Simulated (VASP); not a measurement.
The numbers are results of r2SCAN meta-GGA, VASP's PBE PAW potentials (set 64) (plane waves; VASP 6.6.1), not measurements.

A VASP calculation is set up with these files.

### POSCAR
```
MgS
13.0156290
  0.3076298682   0.0000000002   0.0000000000
 -0.1538148953   0.2664152333   0.0000000000
  0.0000000000   0.0000000000   1.0000000317
Mg S
4 4
Cart
  0.1538149729   0.2664152335   0.0008288817
  0.3076298682   0.0000000002   0.5008288976
  0.1538151008   0.0888049891   0.7501651236
 -0.0000001280   0.1776102444   0.2501651077
  0.1538149729   0.2664152335   0.8124080812
  0.3076298682   0.0000000002   0.3124080653
  0.1538151008   0.0888049891   0.5622279809
 -0.0000001280   0.1776102444   0.0622279651
```

KPOINTS:
```
Automatic mesh
0
Gamma
8 8 3
0 0 0
```

**INCAR**
```
ALGO = Normal
CSHIFT = 0.1
EDIFF = 1E-7
ENCUT = 400
ISMEAR = 0
LASPH = .TRUE.
LCHARG = .FALSE.
LMIXTAU = .TRUE.
LOPTICS = .TRUE.
LPEAD = .TRUE.
LREAL = .FALSE.
LWAVE = .FALSE.
METAGGA = R2SCAN
NBANDS = 63
NEDOS = 1001
NELM = 100
PREC = Accurate
SIGMA = 0.01
SYSTEM = MgS
```

POTCAR, in this order: Mg S (PBE.64 set). Program: vasp_std.

Output

File OSZICAR:
```
       N       E                     dE             d eps       ncg     rms          rms(c)
DAV:   1     0.714028330378E+02    0.71403E+02   -0.91253E+03  2544   0.341E+02
DAV:   2    -0.603526573371E+02   -0.13176E+03   -0.12308E+03  3101   0.898E+01
DAV:   3    -0.688419002073E+02   -0.84892E+01   -0.83723E+01  3041   0.219E+01
DAV:   4    -0.689216525610E+02   -0.79752E-01   -0.79725E-01  3032   0.235E+00
DAV:   5    -0.689227223649E+02   -0.10698E-02   -0.10698E-02  2997   0.275E-01    0.842E+00
DAV:   6    -0.651379924491E+02    0.37847E+01   -0.22551E+00  2924   0.419E+00    0.810E+00
DAV:   7    -0.636879326257E+02    0.14501E+01   -0.33085E-01  2835   0.169E+00    0.616E+00
DAV:   8    -0.657240048667E+02   -0.20361E+01   -0.74331E-01  2632   0.213E+00    0.113E+00
DAV:   9    -0.627667426479E+02    0.29573E+01   -0.30008E-01  2562   0.164E+00    0.493E-01
DAV:  10    -0.624161730608E+02    0.35057E+00   -0.32286E-01  2520   0.207E+00    0.311E-01
DAV:  11    -0.619217032050E+02    0.49447E+00   -0.32686E-02  2827   0.621E-01    0.430E-01
DAV:  12    -0.619836174098E+02   -0.61914E-01   -0.38676E-03  2850   0.230E-01    0.222E-01
DAV:  13    -0.617812524260E+02    0.20236E+00   -0.38567E-02  2520   0.781E-01    0.337E-01
DAV:  14    -0.618231958249E+02   -0.41943E-01   -0.38995E-03  2534   0.200E-01    0.296E-01
DAV:  15    -0.618325304109E+02   -0.93346E-02   -0.73291E-03  2660   0.305E-01    0.218E-01
DAV:  16    -0.618332959788E+02   -0.76557E-03   -0.77912E-04  2844   0.746E-02    0.270E-01
DAV:  17    -0.618334386293E+02   -0.14265E-03   -0.36424E-05  2793   0.193E-02    0.314E-01
DAV:  18    -0.618336245753E+02   -0.18595E-03   -0.15836E-04  2758   0.484E-02    0.165E-01
DAV:  19    -0.618337479561E+02   -0.12338E-03   -0.23541E-05  2796   0.183E-02    0.754E-02
DAV:  20    -0.618337759571E+02   -0.28001E-04   -0.52556E-06  2873   0.802E-03    0.493E-02
DAV:  21    -0.618338907949E+02   -0.11484E-03   -0.31375E-05  2723   0.206E-02    0.376E-02
DAV:  22    -0.618338524662E+02    0.38329E-04   -0.11665E-05  2744   0.120E-02    0.101E-02
DAV:  23    -0.618338948744E+02   -0.42408E-04   -0.79029E-07  2889   0.276E-03    0.448E-03
DAV:  24    -0.618338825351E+02    0.12339E-04   -0.38759E-07  2786   0.237E-03    0.259E-03
DAV:  25    -0.618338703345E+02    0.12201E-04   -0.46926E-07  2730   0.265E-03    0.462E-04
DAV:  26    -0.618338678748E+02    0.24597E-05   -0.36419E-08  2474   0.678E-04    0.419E-04
DAV:  27    -0.618338691323E+02   -0.12575E-05   -0.13267E-08  2238   0.453E-04    0.678E-04
DAV:  28    -0.618338667388E+02    0.23935E-05   -0.80049E-09  1650   0.346E-04    0.477E-04
DAV:  29    -0.618338678090E+02   -0.10702E-05   -0.15988E-09  1582   0.150E-04    0.191E-04
DAV:  30    -0.618338670312E+02    0.77778E-06   -0.53624E-10  1554   0.946E-05    0.133E-04
DAV:  31    -0.618338676196E+02   -0.58831E-06   -0.17455E-10  1554   0.527E-05    0.114E-04
DAV:  32    -0.618338675090E+02    0.11051E-06   -0.35045E-11  1554   0.250E-05    0.757E-05
DAV:  33    -0.618338677669E+02   -0.25789E-06   -0.18059E-11  1540   0.203E-05    0.228E-05
DAV:  34    -0.618338677114E+02    0.55490E-07   -0.10289E-11  1512   0.933E-06
   1 F= -.61833868E+02 E0= -.61833868E+02  d E =-.128878E-16
 imaginary and real dielectric function
```

OUTCAR:
```
------------------------ aborting loop because EDIFF is reached ----------------------------------------
  FORCE on cell =-STRESS in cart. coord.  units (eV):
  Direction    XX          YY          ZZ          XY          YZ          ZX
  --------------------------------------------------------------------------------------
  Total        0.0261826      0.0261826     -0.0913229      0.0000000      0.0000000     -0.0000000
  in kB        0.2321346      0.2321345     -0.8096685      0.0000000      0.0000000     -0.0000000
  external PRESSURE =      -0.1151331 kB  Pullay stress =       0.0000000 kB
  volume of cell :      180.71
      direct lattice vectors                 reciprocal lattice vectors
     4.003996233  0.000000003  0.000000000     0.249750485  0.144193499  0.000000000
    -2.001997612  3.467561837  0.000000000    -0.000000000  0.288387070  0.000000000
     0.000000000  0.000000000 13.015629413     0.000000000  0.000000000  0.076830706
 POSITION                                       TOTAL-FORCE (eV/Angst)
 -----------------------------------------------------------------------------------
      0.00000      0.00000      0.01079         0.000000      0.000000      0.019687
      0.00000      0.00000      6.51860         0.000000      0.000000      0.019687
      2.00200      1.15585      9.76387         0.000000      0.000000      0.005714
     -0.00000      2.31171      3.25606         0.000000      0.000000      0.005714
      0.00000      0.00000     10.57400         0.000000      0.000000     -0.007547
      0.00000      0.00000      4.06619         0.000000      0.000000     -0.007547
      2.00200      1.15585      7.31775         0.000000     -0.000000     -0.017854
     -0.00000      2.31171      0.80994        -0.000000      0.000000     -0.017854
 -----------------------------------------------------------------------------------
    total drift:                               -0.000000     -0.000000     -0.027717
  FREE ENERGIE OF THE ION-ELECTRON SYSTEM (eV)
  ---------------------------------------------------
  free  energy   TOTEN  =       -61.8338677114 eV

  energy  without entropy=      -61.8338677114  energy(sigma->0) =      -61.83386771

 plasma frequency squared (from intraband transitions) (eV^2)
  --------------------------------------------------------------------------------------
       0.000       0.000       0.000
       0.000       0.000       0.000
       0.000       0.000       0.000

 plasma frequency squared (from interband transitions, int dw w eps(2)(w)) (eV^2)
  --------------------------------------------------------------------------------------
     220.647       0.000       0.000       0.000      -0.000      -0.000
       0.000      -0.000     220.647       0.000       0.000      -0.000
      -0.000       0.000       0.000       0.000     220.779       0.000
```
(Selected blocks of OUTCAR.)

The structure was generated: MgS was put into the 4H type (P6_3mc), which need not be its known phase. It was relaxed first.
